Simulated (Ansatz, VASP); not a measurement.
SiF in VASP and in Ansatz

```
Si F
1.0
     3.02860    0.00000    0.00000
     0.00000    3.02860    0.00000
     0.00000    0.00000    3.02860
Si F
1 1
Direct
  0.50000 0.50000 0.50000
  0.00000 0.00000 0.00000
```

Change from the starting cell: strain = 0.0.

Alike in both runs: task single point; functional PBE; k mesh 9 × 9 × 9; occupations fermi-dirac, width 0.05 eV; no spin polarisation.

|  | VASP | Ansatz |
| --- | --- | --- |
| version | VASP 6.6.1 | Ansatz 0.2.0 |
| potentials or method | VASP PAW PBE potentials, release 64 (Si, F) | Ansatz PAW |
| plane-wave cutoff (eV) | 520 | 420 |
| valence electrons in the cell | 11 | 11 |

|  | VASP | Ansatz | Ansatz less VASP |
| --- | --- | --- | --- |
| gap on the k mesh at the Fermi level (eV) | none | none | - |
| pressure (GPa) | 0.0 | 0.2 | +0.16 |

A gap of «none» marks a metal or a gap that the smearing closes. The functional is the same, so the differences come from potentials, cutoffs and numerics.

Caveats: an odd number of electrons without spin polarisation forces a metal; a magnetic or distorted state may lie lower; the pressure holds a Pulay correction of +0.5 GPa for the finite cutoff (Ansatz).
